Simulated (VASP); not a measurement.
# GaB3 (Fm-3m) in VASP: further runs, part 2 of 2

VASP 6.6.1.

## Step 3: Relaxation of cell and atoms, PBE (species swapped into the ScCu3 type (Fm-3m, No. 225))

Contents of INCAR:

```
SYSTEM = GaB3
ALGO = Normal
EDIFF = 1E-6
EDIFFG = -0.04
ENCUT = 600
GGA = PE
IBRION = 2
ISIF = 3
ISMEAR = 0
LASPH = .True.
LCHARG = .False.
LREAL = .False.
LWAVE = .False.
NELM = 60
NSW = 90
PREC = Accurate
SIGMA = 0.1
```

Contents of KPOINTS:

```
k-points
0
Gamma
  6 6 6
  0 0 0
```

Contents of POSCAR:

```
GaB3
1.0
    0.0000000000      2.7369871000      2.7369871000
    2.7369871000      0.0000000000      2.7369871000
    2.7369871000      2.7369871000      0.0000000000
Ga B
1 3
Direct
    0.0000000000      0.0000000000      0.0000000000
    0.5000000000      0.5000000000      0.5000000000
    0.2500000000      0.2500000000      0.2500000000
    0.7500000000      0.7500000000      0.7500000000
```

Potentials or basis: VASP PAW PBE potentials, release 64 (Ga_d, B).

Run with:

```bash
cat potpaw_PBE.64/Ga_d/POTCAR potpaw_PBE.64/B/POTCAR > POTCAR
mpirun -np 1 vasp_std > vasp.out
```

OUTCAR:

```text
SYSTEM = GaB3
   EDIFF = 1E-6
   EDIFFG = -0.04
   ENCUT = 600
   GGA = PE
   IBRION = 2
   ISIF = 3
   ISMEAR = 0
   LASPH = .True.
   LREAL = .False.
   NELM = 60
   NSW = 90
   PREC = Accurate

 ion  position               nearest neighbor table
   1  0.000  0.000  0.000-   4 2.37   4 2.37   4 2.37   3 2.37   4 2.37   3 2.37   3 2.37   3 2.37

   2  0.500  0.500  0.500-
   3  0.250  0.250  0.250-   1 2.37   1 2.37   1 2.37   1 2.37
   4  0.750  0.750  0.750-   1 2.37   1 2.37   1 2.37   1 2.37

  LATTYP: Found a face centered cubic cell.
 ALAT       =     5.4739742000

  Lattice vectors:

 A1 = (   0.0000000000,   2.7369871000,   2.7369871000)
 A2 = (   2.7369871000,   0.0000000000,   2.7369871000)
 A3 = (   2.7369871000,   2.7369871000,   0.0000000000)

Analysis of symmetry for initial positions (statically):
=====================================================================
 Subroutine PRICEL returns:
 Original cell was already a primitive cell.

 Routine SETGRP: Setting up the symmetry group for a
 face centered cubic supercell.

 Subroutine GETGRP returns: Found 48 space group operations
 (whereof 48 operations were pure point group operations)
 out of a pool of 48 trial point group operations.

The static configuration has the point symmetry O_h .

Analysis of symmetry for dynamics (positions and initial velocities):
=====================================================================
 Subroutine PRICEL returns:
 Original cell was already a primitive cell.

 Routine SETGRP: Setting up the symmetry group for a
 face centered cubic supercell.

 Subroutine GETGRP returns: Found 48 space group operations
 (whereof 48 operations were pure point group operations)
 out of a pool of 48 trial point group operations.

The dynamic configuration has the point symmetry O_h .

 Subroutine INISYM returns: Found 48 space group operations
 (whereof 48 operations are pure point group operations),
[... 105 lines left out ...]
   EFERMI =   0.00;   METHOD = LEGACY
   ISMEAR =     0;   SIGMA  =   0.10  broadening in eV -4-tet -1-fermi 0-gaus
   EFERMI_NEDOS =   21; number of points for ismear=-14 and -15
   IALGO  =     38    algorithm
   IMIX   =      4    mixing-type and parameters
     AMIX     =   0.40;   BMIX     =  1.00
     AMIX_MAG =   1.60;   BMIX_MAG =  1.00
  volume/ion in A,a.u.               =      10.25        69.18
  Fermi-wavevector in a.u.,A,eV,Ry     =   1.330249  2.513806 24.076362  1.769563
  Thomas-Fermi vector in A             =   2.459350
   LORBIT       =      0    0 simple, 1 ext, 2 COOP (PROOUT), +10 PAW based schemes
   GGA     = PE    functional components
   LHFCALC =     F    Hartree Fock is set to
   AEXX    =    0.0000 exact exchange contribution
   IVDW    =     0    specifies the selected vdW correction
   LEPSILON=     F    determine dielectric tensor
   LRPA    =     F    only Hartree local field effects (RPA)
 conjugate gradient relaxation of ions
 non-spin polarized calculation
 Gauss-broadening in eV      SIGMA  =   0.10
  energy-cutoff  :      600.00
  volume of cell :       41.01
 maximum number of plane-waves:      1381
   NGX = 15   NGY = 15   NGZ = 15

--------------------------------------- Ionic step        1  -------------------------------------------

 number of electron      21.9999998 magnetization

 Free energy of the ion-electron system (eV)
  ---------------------------------------------------
  ext. energy  EPLUGINS =         0.00000000
  ---------------------------------------------------
  free energy    TOTEN  =       -15.69321492 eV

  energy without entropy =      -15.67191402  energy(sigma->0) =      -15.68256447

------------------------ aborting loop because EDIFF is reached ----------------------------------------

  FORCE on cell =-STRESS in cart. coord.  units (eV):
  Direction    XX          YY          ZZ          XY          YZ          ZX
  --------------------------------------------------------------------------------------
  -------------------------------------------------------------------------------------
  Total       -2.1741468     -2.1741468     -2.1741468      0.0000000     -0.0000000     -0.0000000
  in kB      -84.9476182    -84.9476182    -84.9476182      0.0000000     -0.0000000     -0.0000000
  external PRESSURE =     -84.9476182 kB  Pullay stress =       0.0000000 kB
[... 63 lines left out ...]
--------------------------------------- Ionic step        3  -------------------------------------------

 number of electron      21.9999998 magnetization

 Free energy of the ion-electron system (eV)
  ---------------------------------------------------
  ext. energy  EPLUGINS =         0.00000000
  ---------------------------------------------------
  free energy    TOTEN  =       -15.80088294 eV

  energy without entropy =      -15.78726265  energy(sigma->0) =      -15.79407280

 E-fermi :   7.4363     XC(G=0): -12.1846

 val. band max:        7.3507481854   @ k =   0.1667   0.0000   0.0000
 cond. band min:       7.4480913212   @ k =  -0.1667   0.1667   0.0000
 fundamental gap:      0.0973431358
 Fermi energy:         7.4363166027

 k-point     1 :       0.0000    0.0000    0.0000
  band No.  band energies     occupation
      1      -7.5547      2.00000
      2      -7.5547      2.00000
      3      -7.5547      2.00000
      4      -7.4184      2.00000
      5      -7.4184      2.00000
      6      -7.3308      2.00000
      7       6.2078      2.00000
      8       6.2078      2.00000
      9       6.2078      2.00000
     10       6.5924      2.00000
     11       6.5924      2.00000
     12       6.5924      2.00000
     13       6.6673      2.00000
     14       8.3784      0.00000
[... 300 lines left out ...]
  FREE ENERGIE OF THE ION-ELECTRON SYSTEM (eV)
  ---------------------------------------------------
  free  energy   TOTEN  =       -15.8008829432 eV

  energy  without entropy=      -15.7872626501  energy(sigma->0) =      -15.79407280

 reached required accuracy - stopping structural energy minimisation
```

CONTCAR:

```text
GaB3
   1.00000000000000
     0.0000000000000000    2.6517247942509328    2.6517247942509328
     2.6517247942509323   -0.0000000000000000    2.6517247942509328
     2.6517247942509323    2.6517247942509328    0.0000000000000000
  Ga              B
     1     3
Direct
     0.0000000000000000    0.0000000000000000    0.0000000000000000
     0.5000000000000000    0.5000000000000000    0.5000000000000000
     0.2500000000000000    0.2500000000000000    0.2500000000000000
     0.7500000000000000    0.7500000000000000    0.7500000000000000

  0.00000000E+00  0.00000000E+00  0.00000000E+00
  0.00000000E+00  0.00000000E+00  0.00000000E+00
  0.00000000E+00  0.00000000E+00  0.00000000E+00
  0.00000000E+00  0.00000000E+00  0.00000000E+00
```

Wall time 45 s (1 thread of Intel Xeon Platinum 8488C (Sapphire Rapids), shared host); peak memory 0.18 GiB.

Results:

```
Free energy                            : -15.8009 eV
Relaxed volume                         : 9.32 Å³/atom
Relaxed cell                           : a = 3.750 Å, b = 3.750 Å, c = 3.750 Å, α = 60.00°, β = 60.00°, γ = 60.00°
Space group after relaxing (to 0.05 Å) : Fm-3m (No. 225)
Energy gained by relaxing              : 26.9 meV/atom
Ionic steps                            : 3
Pressure after relaxing                : -0.1 GPa
Band gap on the k mesh                 : none (metal or under the smearing width)
```

Step by step:
```tsv
step	energy change (eV)	largest force (eV/Å)	pressure (GPa)	volume (Å³)
1	0.0000	0.0000	-8.49	41.01
2	-0.1043	0.0000	-1.66	37.86
3	-0.1077	0.0000	-0.14	37.29
```

Final structure:
```
Ga B
1.0
     0.00000    2.65172    2.65172
     2.65172    0.00000    2.65172
     2.65172    2.65172    0.00000
Ga B
1 3
Direct
  0.00000 0.00000 0.00000
  0.50000 0.50000 0.50000
  0.25000 0.25000 0.25000
  0.75000 0.75000 0.75000
```

Levels at points of the mesh, in eV from the Fermi level:
| k point | band 7 | band 8 | band 9 | band 10 | band 11 | band 12 | band 13 | band 14 | band 15 |
| --- | --- | --- | --- | --- | --- | --- | --- | --- | --- |
| (0.00, 0.00, 0.00) | -1.23 | -1.23 | -1.23 | -0.84 | -0.84 | -0.84 | -0.77 | 0.94 | 1.60 |
| (0.50, 0.00, 0.00) | -11.06 | -2.60 | -2.60 | -2.03 | -2.03 | -1.56 | -0.28 | 5.39 | 5.60 |
| (0.50, 0.50, 0.00) | -9.81 | -6.18 | -6.18 | -4.35 | -3.76 | 4.62 | 4.62 | 5.85 | 6.27 |
